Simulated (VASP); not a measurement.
A run of VASP 6.6.1 is set up as follows.

Contents of INCAR:

```
ALGO = Fast
DIPOL = 0.5 0.5 0.500
EDIFF = 1E-7
ENCUT = 520
GGA = PE
IDIPOL = 3
ISIF = 2
ISMEAR = -1
ISPIN = 2
LASPH = True
LCHARG = True
LDAU = True
LDAUJ = 0
LDAUL = 2
LDAUPRINT = 1
LDAUTYPE = 2
LDAUU = 3
LDIPOL = True
LELF = True
LMAXMIX = 4
LORBIT = 11
LREAL = False
LVACPOTAV = True
LVHAR = True
LWAVE = False
MAGMOM = 2 -2 2 -2 2 -2
NBANDS = 52
NELM = 120
PREC = Accurate
SIGMA = 0.05
```

KPOINTS

```
k-points
0
Gamma
  8 8 1
```

POSCAR

```
V
1.0
    2.6205928719      0.0000000000      0.0000000000
   -0.8735309573      2.4707186539      0.0000000000
    0.0000000000      0.0000000000     25.6985255994
V
6
Direct
    0.5000000000      0.5000000000      0.2918455369
    0.0000000000      0.0000000000      0.3751073221
    0.5000000000      0.5000000000      0.4583691074
    0.0000000000      0.0000000000      0.5416308926
    0.5000000000      0.5000000000      0.6248926779
    0.0000000000      0.0000000000      0.7081544631
```

Potentials or basis: VASP PAW PBE potentials, release 64 (V_sv).

The run is started by

```console
$ cat potpaw_PBE.64/V_sv/POTCAR > POTCAR
$ mpirun -np 1 vasp_std > vasp.out
```

(1) Estimate the largest force.

(2) Estimate the site moments.

## Answers

(1) 0.255 eV/Å.

(2) V +2.38, -1.77, +1.79, -1.79, +1.77, -2.38 μB.

Caveat: the U is typed as a test and isn't derived for this compound.
